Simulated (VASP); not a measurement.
Wanted: the native input for a VASP 6.6.1 run.

```
Task                   : single point
Functional             : PBEsol
Potentials or basis    : VASP PAW PBE potentials, release 64 (Ta_pv, Cu, N)
Cutoff                 : 520 eV
k mesh                 : 2 × 2 × 2
Occupations            : fermi-dirac, width 0.05 eV
Spin                   : no spin polarisation
Dipole correction      : no
Further INCAR settings : LREAL = Auto; ALGO = Normal; EDIFF = 1e-06; NBANDS = 72
```

The structure of Ta4Cu3N8 (a cell with a defect) lies in POSCAR:

```
Ta4Cu3N8
1.0
   -3.1987200000     -1.8467820000      5.9289200000
    3.1987200000     -1.8467820000      5.9289200000
    0.0000000000      3.6935640000      5.9289200000
Ta Cu N
4 3 8
Direct
    0.4935599016      0.5115045795      0.4993916425
    0.0040913459      0.0050604835      0.4837878628
    0.0086447849      0.4766444848      0.0000605074
    0.5050694352     -0.0037903587      0.0234876600
   -0.0125869488     -0.0380346279      0.0359308742
    0.5082496201      0.0054547522      0.4926677832
   -0.0357400374      0.5090091123      0.5144150227
    0.1062731332      0.1245929611      0.0842165852
    0.8885567709      0.9499875933      0.8363441484
    0.6267314566      0.6516789356      0.0704862028
    0.3903893755      0.4136174167      0.8569027832
    0.6170471612      0.1595829255      0.5690618775
    0.3669772205      0.9196983089      0.3813685664
    0.1303884253      0.6314638554      0.5691995803
    0.9086237716      0.3930738016      0.3505426324
```

One way to write it, as run:

INCAR

```
  PREC = Accurate
  ENCUT = 520
  EDIFF = 1E-6
  ISMEAR = -1
  SIGMA = 0.05
  LREAL = Auto
  LASPH = T
  NELM = 100
  ALGO = Normal
  ISIF = 2
  LWAVE = F
  LCHARG = F
  GGA = PS
  NBANDS = 72
```

KPOINTS

```
Automatic mesh
0
Gamma
  2 2 2
```

Potentials or basis: VASP PAW PBE potentials, release 64 (Ta_pv, Cu, N).

Run with:

```bash
$ cat potpaw_PBE.64/Ta_pv/POTCAR potpaw_PBE.64/Cu/POTCAR potpaw_PBE.64/N/POTCAR > POTCAR
$ mpirun -np 1 vasp_std > vasp.out
```

It gave:

```
Pressure               : -1.1 GPa
Largest force          : 4.524 eV/Å
Band gap on the k mesh : none (metal or under the smearing width)
```

Caveat: the k mesh is coarse (spacing up to 0.59 Å⁻¹), so the values aren't converged; the PAW data sets were made with another functional, which shifts forces and pressure a little; the run has no spin polarisation, though such a crystal can be magnetic.

Wall time 21 min on 1 thread of AMD EPYC 7R43 64-Core Processor (Zen 3), with other jobs on the host, peak memory 0.38 GiB.
